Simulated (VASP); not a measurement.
Crystal: Al2GaP3.

```
CELL_PARAMETERS angstrom
3.34500 -5.79000 0.00000
3.34500 5.79000 0.00000
-2.22987 0.00000 6.30744
ATOMIC_POSITIONS crystal
Al 0.41670 0.58330 0.00000
Al 0.75000 0.25000 0.00000
Al 0.58330 0.41670 0.50000
Al 0.25000 0.75000 0.50000
Ga 0.08330 0.91670 0.00000
Ga 0.91670 0.08330 0.50000
P 0.70830 0.54170 0.87500
P 0.04170 0.20830 0.87500
P 0.37500 0.87500 0.87500
P 0.54170 0.70830 0.37500
P 0.20830 0.04170 0.37500
P 0.87500 0.37500 0.37500
```

The cell was built by a generator and needn't be a form met in nature.

* Program: VASP 6.6.1
* Task: relaxation of cell and atoms
* Functional: PBE
* Potentials or basis: VASP PAW PBE potentials, release 64 (Al, Ga_d, P)
* Cutoff: 520 eV
* k mesh: 3 × 3 × 2
* Occupations: gaussian, width 0.15 eV
* Spin: no spin polarisation

At the start: pressure 2.1 GPa; volume 20.36 Å³/atom.

How do energy, volume and symmetry change on relaxing?

Over 3 steps the energy falls by 3.1 meV/atom and the volume is 20.86 Å³/atom (+2.4 %); space group Cc (No. 9, to 0.05 Å).

The path:
```
step  energy change (eV)  largest force (eV/Å)  pressure (GPa)  volume (Å³)
   1              0.0000                0.0720            2.09       244.32
   2             -0.0260                0.0518           -1.08       253.82
   3             -0.0377                0.0654            0.11       250.28
```

Final structure:
```yaml
crystal:
  lattice:
    - [3.37262, -5.83876, -0.00029]
    - [3.37262, 5.83876, -0.00029]
    - [-2.24884, 0.00000, 6.35516]
  atoms:
    - { symbol: Al, position: [0.41669, 0.58334, 0.00009] }
    - { symbol: Al, position: [0.74997, 0.24994, 0.00010] }
    - { symbol: Al, position: [0.58334, 0.41669, 0.50009] }
    - { symbol: Al, position: [0.24994, 0.74997, 0.50010] }
    - { symbol: Ga, position: [0.08333, 0.91666, 0.00008] }
    - { symbol: Ga, position: [0.91666, 0.08333, 0.50008] }
    - { symbol: P, position: [0.70806, 0.54141, 0.87482] }
    - { symbol: P, position: [0.04176, 0.20861, 0.87511] }
    - { symbol: P, position: [0.37523, 0.87499, 0.87480] }
    - { symbol: P, position: [0.54141, 0.70806, 0.37482] }
    - { symbol: P, position: [0.20861, 0.04176, 0.37511] }
    - { symbol: P, position: [0.87499, 0.37523, 0.37480] }
```

Caveat: the k mesh is coarse (spacing up to 0.50 Å⁻¹), so the values aren't converged; an odd mesh through Γ misses points on the zone boundary, where band edges often lie.
